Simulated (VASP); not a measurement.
Output of a VASP run:

### OSZICAR
```
       N       E                     dE             d eps       ncg     rms          rms(c)
DAV:   1     0.609158152525E+03    0.60916E+03   -0.21944E+04  1792   0.172E+03
DAV:   2     0.206246243540E+02   -0.58853E+03   -0.57032E+03  2120   0.537E+02
DAV:   3    -0.672010251718E+02   -0.87826E+02   -0.85913E+02  2704   0.194E+02
DAV:   4    -0.723402846740E+02   -0.51393E+01   -0.51353E+01  2428   0.459E+01
DAV:   5    -0.725661560463E+02   -0.22587E+00   -0.22584E+00  2420   0.798E+00    0.320E+01
DAV:   6    -0.567044988810E+02    0.15862E+02   -0.10902E+02  2248   0.101E+02    0.121E+01
DAV:   7    -0.563165643626E+02    0.38793E+00   -0.15773E+01  2308   0.311E+01    0.794E+00
DAV:   8    -0.563533630332E+02   -0.36799E-01   -0.47216E+00  2280   0.205E+01    0.453E+00
DAV:   9    -0.561228446090E+02    0.23052E+00   -0.20383E+00  2292   0.128E+01    0.123E+00
DAV:  10    -0.561332193650E+02   -0.10375E-01   -0.11543E-01  2596   0.372E+00    0.992E-01
DAV:  11    -0.561277930206E+02    0.54263E-02   -0.82192E-02  2304   0.226E+00    0.206E-01
DAV:  12    -0.561274461578E+02    0.34686E-03   -0.59337E-03  2384   0.590E-01    0.684E-02
DAV:  13    -0.561274463152E+02   -0.15747E-06   -0.44860E-04  2476   0.150E-01    0.204E-02
DAV:  14    -0.561274370437E+02    0.92716E-05   -0.30971E-05  2640   0.479E-02    0.997E-03
DAV:  15    -0.561274364561E+02    0.58753E-06   -0.11067E-05  2156   0.278E-02    0.540E-03
DAV:  16    -0.561274365353E+02   -0.79148E-07   -0.31731E-06  1724   0.152E-02
   1 F= -.56127437E+02 E0= -.56127437E+02  d E =-.517786E-08
```

### OUTCAR
```
------------------------ aborting loop because EDIFF is reached ----------------------------------------
  FORCE on cell =-STRESS in cart. coord.  units (eV):
  Direction    XX          YY          ZZ          XY          YZ          ZX
  --------------------------------------------------------------------------------------
  Total       -3.2597401     -3.3855487     -4.2013123      0.1472985      0.3919985     -0.1266180
  in kB      -83.4127283    -86.6320151   -107.5063979      3.7691870     10.0307573     -3.2399988
  external PRESSURE =     -92.5170471 kB  Pullay stress =       0.0000000 kB
  volume of cell :       62.61
      direct lattice vectors                 reciprocal lattice vectors
     4.599840000  0.000000000  0.000000000     0.217398866  0.000000000  0.000000000
     0.000000000  4.599840000  0.000000000     0.000000000  0.217398866  0.000000000
     0.000000000  0.000000000  2.959210000     0.000000000  0.000000000  0.337928028
 POSITION                                       TOTAL-FORCE (eV/Angst)
 -----------------------------------------------------------------------------------
      2.31483      2.30322      2.94847        -0.251866      0.021950     -0.029788
      0.00023      0.01284      1.48307         0.252787     -0.130857     -0.025098
      3.20704      3.20888      1.46559        -0.459143     -0.391954      0.174319
      1.38136      1.36619      1.50003         0.563905      0.600156     -0.162357
      3.70513      0.91209      2.93515        -0.193346      0.039953      0.304382
      0.89101      3.69639      0.02492         0.087663     -0.139248     -0.261458
 -----------------------------------------------------------------------------------
    total drift:                                0.000380      0.000720     -0.000284
  FREE ENERGIE OF THE ION-ELECTRON SYSTEM (eV)
  ---------------------------------------------------
  free  energy   TOTEN  =       -56.1274365353 eV

  energy  without entropy=      -56.1274365301  energy(sigma->0) =      -56.12743653
```
(Selected blocks of OUTCAR.)

POSCAR:
```
TiO2
1
    4.5998400000     0.0000000000     0.0000000000
    0.0000000000     4.5998400000     0.0000000000
    0.0000000000     0.0000000000     2.9592100000
Ti O
2 4
Direct
  0.5032420000   0.5007170000  -0.0036300000
  0.0000510000   0.0027910000   0.5011720000
  0.6972060000   0.6976060000   0.4952650000
  0.3003060000   0.2970090000   0.5069020000
  0.8054900000   0.1982870000  -0.0081290000
  0.1937050000   0.8035900000   0.0084210000
```

Q: Reconstruct the remaining input files.

A: This is not unique; one that fits is the input of the run itself, PBEsol GGA, plane waves, VASP's PBE PAW potentials (set 64).

File KPOINTS:
```
Automatic mesh
0
Gamma
4 4 4
0.5 0.5 0.5
```

INCAR:
```
SYSTEM  =  TiO2
PREC  =  Accurate; ENCUT  =  400; LREAL  =  .False.
LASPH  =  .True.
EDIFF  =  1E-6; NELM  =  100; ALGO  =  Normal
LMAXMIX  =  4
ISMEAR  =  0; SIGMA  =  0.272
GGA  =  PS
ISIF  =  2
LWAVE  =  .False.; LCHARG  =  .False.
```

POTCAR, in this order: Ti_sv O (PBE.64 set). Program: vasp_std.

At this cut-off the stress carries a Pulay error, which pulls relaxed volumes low.

The structure comes from a computed database's TiO2 entry; how it stands against other phases isn't given here. The cell was not relaxed at this level, atoms are displaced from their ideal sites. The k-mesh is coarse (spacing up to 0.53 per Å, 2π included), so the numbers may not be converged in it. The run is one of a series of settings (SIGMA = 0.272, KPOINTS 4×4×4 Γ-centred mesh shifted by (0.5, 0.5, 0.5) against the base run), some of them coarse on purpose.
